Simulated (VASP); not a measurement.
The input files of a VASP run:

KPOINTS:
```
Automatic mesh
0
Gamma
7 7 5
0 0 0
```

### INCAR
```
ALGO = Normal
EDIFF = 1E-6
EDIFFG = -0.02
ENCUT = 400
IBRION = 2
ISIF = 3
ISMEAR = 1
LASPH = T
LCHARG = F
LMAXMIX = 4
LMIXTAU = T
LREAL = F
LWAVE = F
METAGGA = R2SCAN
NELM = 100
NSW = 60
PREC = Accurate
SIGMA = 0.1
SYSTEM = InP
```

### POSCAR
```
InP
1
    4.3965963800     0.0000000561     0.0000000000
   -2.1982975982     3.8075630883    -0.0000000000
    0.0000000000    -0.0000000000     5.9547428695
In P
2 2
Direct
  0.3333330000   0.6666670000   0.2500000000
  0.6666670000   0.3333330000   0.7500000000
  0.3333330000   0.6666670000   0.7500000000
  0.6666670000   0.3333330000   0.2500000000
```

POTCAR, in this order: In_d P (PBE.64 set). Program: vasp_std.

Translate this r2SCAN calculation to Ansatz.

One equivalent input (not run):
Ansatz 0.2 input:
```yaml
crystal:
  lattice:
    - [4.3965964, 0.0000001, 0.0000000]
    - [-2.1982976, 3.8075631, 0.0000000]
    - [0.0000000, 0.0000000, 5.9547429]
  atoms:
    - { symbol: In, position: [0.3333330, 0.6666670, 0.2500000] }
    - { symbol: In, position: [0.6666670, 0.3333330, 0.7500000] }
    - { symbol: P, position: [0.3333330, 0.6666670, 0.7500000] }
    - { symbol: P, position: [0.6666670, 0.3333330, 0.2500000] }
kpoints:
  mp_grid: { grid: [7, 7, 5] }
hamiltonian:
  xc: r2scan
  pseudopotentials: { kind: paw }
scf:
  occupations: { method: methfessel_paxton, width: 0.1 }
  max_iter: 100
relax:
  max_steps: 60
  f_tol: 0.02
  cell: {}
output: { forces: true, stress: true, eigenvalues: true }
```
Limits of the translation: each code has its own PAW files, so the cut-off isn't converted (ENCUT is set for VASP's; basis.ecutwfc is left out, and Ansatz then takes the one that its files recommend); Ansatz stops its SCF on the density residual and VASP on the energy change (EDIFF).

The structure was generated: InP was put into the h-BN type (P6_3/mmc), which need not be its known phase. This run relaxes it. Symmetry was kept, so distortions that lower it aren't found. The start is the result of an earlier pass.
